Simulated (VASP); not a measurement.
Input:

```xyz
3
Lattice="0.0000 3.1305 3.1305 3.1305 0.0000 3.1305 3.1305 3.1305 0.0000" Properties=species:S:1:pos:R:3 pbc="T T T"
Mg     1.5653     1.5653     1.5653
Mg     4.6958     4.6958     4.6958
Si     0.0000     0.0000     0.0000
```

Level of theory: AM05 GGA, VASP's PBE PAW potentials (set 64) (plane waves; VASP). Run with 520 eV cut-off, 6×6×6 Γ-centred mesh, Gaussian smearing of 0.050 eV, potentials Mg Si.

Question: Estimate the energy per atom (σ→0), pressure, band gap (on the k-mesh) with the smallest direct gap where there is one.

Answer: 
- band gap (on the k-mesh) = 0.07 eV
- smallest direct gap (on the k-mesh) = 2.09 eV
- energy per atom (σ→0) = -3.067 eV/atom
- pressure = 1.87 GPa

The compound is Mg2Si in the antifluorite structure. This cell is one point of a volume scan, at 0.97 of the reference volume.
